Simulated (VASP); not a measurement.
Write the native input for VASP 6.6.1 that does the following.

| Property | Result |
| --- | --- |
| Task | single point |
| Functional | PBE |
| Potentials or basis | VASP PAW PBE potentials, release 64 (Cs_sv, Al, Mg) |
| Cutoff | 520 eV |
| k mesh | 5 × 5 × 5 |
| Occupations | fermi-dirac, width 0.05 eV |
| Spin | no spin polarisation |
| Further INCAR settings | ALGO = Normal; EDIFF = 1e-07; NBANDS = 22 |

The structure of CsMg6Al lies in POSCAR:

```
CsMg6Al
1.0
    5.1210550000      0.0000000000      0.0000000000
    0.0000000000      3.0427573716      8.8897102665
    0.0000000000     -3.0427573716      8.8897102665
Cs Al Mg
1 1 6
Direct
    0.5000000000      0.7101150000      0.7101150000
    0.5000000000      0.0655895000      0.0655895000
    0.0000000000      0.8912625000      0.8912625000
    0.0000000000      0.3783990000      0.3783990000
    0.0000000000      0.7976100000      0.2946150000
    0.0000000000      0.2946150000      0.7976100000
    0.5000000000      0.6767660000      0.1856390000
    0.5000000000      0.1856390000      0.6767660000
```

The cell comes from a database or a generator and needn't be the stable form of this composition.

One way to write it, as run:

INCAR

```
ALGO = Normal ; EDIFF = 1E-7
ENCUT = 520 ; GGA = PE
ISIF = 2 ; ISMEAR = -1
LASPH = T ; LCHARG = T
LELF = T ; LREAL = F
LVHAR = T ; LWAVE = F
NBANDS = 22 ; NELM = 100
PREC = Accurate ; SIGMA = 0.05
```

KPOINTS

```
k-points
0
Gamma
  5 5 5
```

Potentials or basis: VASP PAW PBE potentials, release 64 (Cs_sv, Al, Mg).

Launch:

```sh
$ cat potpaw_PBE.64/Cs_sv/POTCAR potpaw_PBE.64/Al/POTCAR potpaw_PBE.64/Mg/POTCAR > POTCAR
$ mpirun -np 1 vasp_std > vasp.out
```

Results of the run:

The pressure is 0.1 GPa and the largest force is 0.096 eV/Å. The band gap on the k mesh is none (metal or under the smearing width).

Run time: 5.3 min on 1 thread of Intel(R) Xeon(R) Platinum 8259CL CPU @ 2.50GHz (Skylake/Cascade Lake) (shared host), peak memory 0.55 GiB.
